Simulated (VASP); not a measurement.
Energy against volume of ZrO$_{2}$ (fluorite). Method: AM05 GGA, VASP's PBE PAW potentials (set 64) (plane waves; VASP). Settings: 520 eV cut-off, 8×8×8 Γ-centred mesh, Gaussian smearing of 0.050 eV, potentials Zr_sv O.

```json
[
 {"V (Å³/atom)": "10.195", "E (eV/atom)": "-9.70253"},
 {"V (Å³/atom)": "10.520", "E (eV/atom)": "-9.72901"},
 {"V (Å³/atom)": "10.846", "E (eV/atom)": "-9.73758"},
 {"V (Å³/atom)": "11.171", "E (eV/atom)": "-9.73082"}
]
```

Task: Fit these four points and predict the energy of the run at 11.497 Å³/atom.

Result: A cubic in V^(−2/3), the third-order Birch-Murnaghan form, passes through the four points with V0 = 10.86 Å³/atom and B0 = 250 GPa, and gives -9.7110 eV/atom there. The run gave -9.7110 eV/atom, +0.0 meV/atom from the fit; all five points give B0 = 250 GPa.

The compound is ZrO2 in the fluorite structure, the high-temperature cubic form, which is unstable at 0 K; the monoclinic form is the stable one. It was relaxed first.
